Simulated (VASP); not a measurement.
Data:

```xyz
63
Lattice="10.9371 0.0000 0.0000 0.0000 10.9371 0.0000 0.0000 0.0000 10.9371" Properties=species:S:1:pos:R:3 pbc="T T T"
Si     5.4717     0.0008    10.9336
Si     6.7960     1.4020     1.4001
Si     8.1805     2.7563     0.0351
Si     9.5342     4.1409     1.4005
Si     8.1799     0.0369     2.7555
Si     9.5316     1.4052     4.1395
Si    10.9299     0.0066     0.0040
Si     1.3344     1.3853     1.3838
Si     2.7131     2.7386     0.0052
Si     4.0762     4.1143     1.3668
Si     5.4635     5.4735     0.0107
Si     6.8239     6.8596     1.3674
Si     8.1987     8.2238     0.0063
Si     9.5514     9.6027     1.3845
Si     2.7143     0.0054     2.7341
Si     4.0755     1.3673     4.1113
Si     5.3889     2.7464     2.7453
Si     8.1898     5.5463     2.7471
Si     9.5696     6.8612     4.1123
Si     5.4636     0.0118     5.4719
Si     6.8227     1.3667     6.8606
Si     8.1874     2.7498     5.5486
Si     9.5702     4.1130     6.8615
Si     8.2004     0.0055     8.2217
Si     9.5506     1.3858     9.5998
Si    10.9363     5.4650    10.9346
Si     1.3389     6.8492     1.3585
Si     2.7334     8.2035    10.9311
Si     4.0873     9.5983     1.3573
Si    10.8998     2.7568     2.7545
Si     1.3538     4.1083     4.1074
Si     2.6997     5.4802     2.7193
Si     4.0844     6.8526     4.0033
Si     5.4569     8.2369     2.7176
Si     6.8281     9.5826     4.1078
Si    10.9354     0.0019     5.4607
Si     1.3390     1.3585     6.8484
Si     2.6996     2.7190     5.4790
Si     4.0875     4.0037     6.8480
Si     6.9344     6.8482     6.8477
Si     8.2182     8.2374     5.4794
Si     9.5782     9.5991     6.8480
Si     2.7331    10.9314     8.2029
Si     4.0840     1.3612     9.5967
Si     5.4566     2.7190     8.2362
Si     6.8283     4.1084     9.5824
Si     8.2189     5.4800     8.2375
Si     9.5765     6.8527     9.5976
Si    10.9306     8.2224     2.7343
Si     1.3694     9.5673     4.1039
Si    10.9253     5.4731     5.4725
Si     1.3750     6.8308     6.8299
Si     2.7571     8.1798     5.4535
Si     4.1059     9.5618     6.8296
Si    10.9318     2.7353     8.2218
Si     1.3708     4.1080     9.5639
Si     2.7599     5.4556     8.1758
Si     4.1064     6.8309     9.5603
Si     5.4810     8.1770     8.1754
Si     6.8290     9.5654     9.5641
Si     0.0056     8.2039     8.2023
Si     1.3638     9.5731     9.5725
Bi     6.0057     4.9324     4.9312
```
Cell charge -1.

Computed with PBE GGA, VASP's PBE PAW potentials (set 64) (plane waves; VASP). Numerical set-up: PREC = Normal, LREAL = Auto, ISYM = 0, NELECT = 254.0, 400 eV cut-off, 1×1×1 Γ-centred mesh, Gaussian smearing of 0.050 eV, potentials Si Bi. Starting moments (MAGMOM): 63*0.0317. The cell's moment is fixed (NUPDOWN = 2).

The cell is charged, with a uniform compensating background.  The supercell is sampled at Γ alone, which is coarse: total energies, pressure and levels can be off, energies of defects by several tenths of an eV.

Q: Estimate the cell moment, energy per atom (σ→0), pressure.

A: 
```
Property                        Value
---------------------  --------------
cell moment                   2.00 μB
energy per atom (σ→0)  -5155 meV/atom
pressure                     1.84 GPa
```

Q: Give the moment on each site (PAW-sphere projection).

A: 
| site | moment (μB) |
|---|---|
| Si1 | 0.01 |
| Si2 | 0.00 |
| Si3 | 0.00 |
| Si4 | 0.00 |
| Si5 | 0.00 |
| Si6 | 0.00 |
| Si7 | 0.00 |
| Si8 | 0.00 |
| Si9 | 0.01 |
| Si10 | 0.01 |
| Si11 | 0.00 |
| Si12 | 0.01 |
| Si13 | 0.01 |
| Si14 | 0.00 |
| Si15 | 0.01 |
| Si16 | 0.01 |
| Si17 | 0.10 |
| Si18 | 0.10 |
| Si19 | 0.01 |
| Si20 | 0.00 |
| Si21 | 0.01 |
| Si22 | 0.10 |
| Si23 | 0.01 |
| Si24 | 0.01 |
| Si25 | 0.00 |
| Si26 | 0.01 |
| Si27 | 0.01 |
| Si28 | 0.00 |
| Si29 | 0.01 |
| Si30 | 0.00 |
| Si31 | 0.00 |
| Si32 | 0.01 |
| Si33 | 0.03 |
| Si34 | 0.01 |
| Si35 | 0.00 |
| Si36 | 0.01 |
| Si37 | 0.01 |
| Si38 | 0.01 |
| Si39 | 0.03 |
| Si40 | 0.03 |
| Si41 | 0.01 |
| Si42 | 0.01 |
| Si43 | 0.00 |
| Si44 | 0.01 |
| Si45 | 0.01 |
| Si46 | 0.00 |
| Si47 | 0.01 |
| Si48 | 0.01 |
| Si49 | 0.01 |
| Si50 | 0.01 |
| Si51 | 0.00 |
| Si52 | 0.00 |
| Si53 | 0.00 |
| Si54 | 0.00 |
| Si55 | 0.01 |
| Si56 | 0.01 |
| Si57 | 0.00 |
| Si58 | 0.00 |
| Si59 | 0.00 |
| Si60 | 0.01 |
| Si61 | 0.00 |
| Si62 | 0.00 |
| Bi63 | 0.00 |

Total energies compare only between runs with the same potentials, cut-off and functional.

The cell is a supercell with a defect, built from Si (diamond): Bi_Si-vac_Si, charge -1.
